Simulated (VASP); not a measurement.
Crystal: NaY3S3.

```
CELL_PARAMETERS angstrom
5.48372 0.00000 0.00000
0.00000 5.48372 0.00000
0.00000 0.00000 5.48372
ATOMIC_POSITIONS crystal
Na 0.50000 0.50000 0.50000
Y 0.50000 0.50000 0.00000
Y 0.00000 0.50000 0.50000
Y 0.50000 0.00000 0.50000
S 0.50000 0.00000 0.00000
S 0.00000 0.50000 0.00000
S 0.00000 0.00000 0.50000
```

The cell was built by a generator and needn't be a form met in nature.

The cell isn't the ideal one: species swapped into the Ce3GaBr3 type (Pm-3m, No. 221).

- Program: VASP 6.6.1
- Task: relaxation of cell and atoms
- Functional: PBE
- Potentials or basis: VASP PAW PBE potentials, release 64 (Na_pv, Y_sv, S)
- Cutoff: 600 eV
- k mesh: 4 × 4 × 4
- Occupations: gaussian, width 0.1 eV
- Spin: no spin polarisation

At the start: pressure 5.3 GPa; volume 23.56 Å³/atom.

Question: How do energy, volume and symmetry change on relaxing?

Answer: Over 3 steps the energy falls by 30.7 meV/atom and the volume is 25.53 Å³/atom (+8.4 %); space group Pm-3m (No. 221, to 0.05 Å).

Step by step:
| step | energy change (eV) | largest force (eV/Å) | pressure (GPa) | volume (Å³) |
| --- | --- | --- | --- | --- |
| 1 | 0.0000 | 0.0000 | 5.35 | 164.90 |
| 2 | -0.1852 | 0.0000 | -1.64 | 184.39 |
| 3 | -0.2150 | 0.0000 | 0.01 | 178.68 |

Final structure:
```
Na Y S
1.0
     5.63240    0.00000    0.00000
     0.00000    5.63240    0.00000
     0.00000    0.00000    5.63240
Na Y S
1 3 3
Direct
  0.50000 0.50000 0.50000
  0.50000 0.50000 0.00000
  0.00000 0.50000 0.50000
  0.50000 0.00000 0.50000
  0.50000 0.00000 0.00000
  0.00000 0.50000 0.00000
  0.00000 0.00000 0.50000
```
